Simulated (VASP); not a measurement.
An input for Ansatz (written as the equivalent of a VASP run, and not itself run):

Ansatz 0.2 input:
```yaml
crystal:
  lattice:
    - [3.0214355, 0.0000000, 0.0000000]
    - [-1.5107177, 2.6166404, 0.0000000]
    - [0.0000000, 0.0000000, 2.8662748]
  atoms:
    - { symbol: Ta, position: [0.0000000, 0.0000000, 0.0000000] }
    - { symbol: C, position: [0.6666670, 0.3333330, 0.5000000] }
kpoints:
  mp_grid: { grid: [13, 13, 11] }
hamiltonian:
  xc: pbesol
  pseudopotentials: { kind: paw }
scf:
  occupations: { method: methfessel_paxton, width: 0.1 }
  max_iter: 100
relax:
  max_steps: 60
  f_tol: 0.01
  cell: {}
output: { forces: true, stress: true, eigenvalues: true }
```

Q: Translate this input to VASP (INCAR, KPOINTS, POSCAR, choice of POTCAR).

A: This is not unique; one that fits is 
INCAR:
```
! general
SYSTEM  = TaC
PREC    = Accurate
ENCUT   = 520
LREAL   = F
LASPH   = T

! electronic loop
EDIFF   = 1E-6
NELM    = 100
ALGO    = Normal
LMAXMIX = 6

! smearing
ISMEAR  = 1
SIGMA   = 0.1

! functional
GGA     = PS

! ions
IBRION  = 2
NSW     = 60
ISIF    = 3
EDIFFG  = -0.01

! output
LWAVE   = F
LCHARG  = F
```

File KPOINTS:
```
Automatic mesh
0
Gamma
13 13 11
0 0 0
```

**POSCAR**
```
TaC
1
    3.0214354926     0.0000000000    -0.0000000000
   -1.5107177463     2.6166403629    -0.0000000000
    0.0000000000    -0.0000000000     2.8662747799
Ta C
1 1
Direct
  0.0000000000   0.0000000000   0.0000000000
  0.6666670000   0.3333330000   0.5000000000
```

POTCAR, in this order: Ta_pv C (PBE.64 set). Program: vasp_std.

Limits of the translation: each code has its own PAW files, so the cut-off isn't converted (ENCUT is set for VASP's; basis.ecutwfc is left out, and Ansatz then takes the one that its files recommend); Ansatz stops its SCF on the density residual and VASP on the energy change (EDIFF).

The structure was generated: TaC was put into the WC type (P-6m2), which need not be its known phase. This run relaxes it. Symmetry was kept, so distortions that lower it aren't found. The start is the result of an earlier pass.
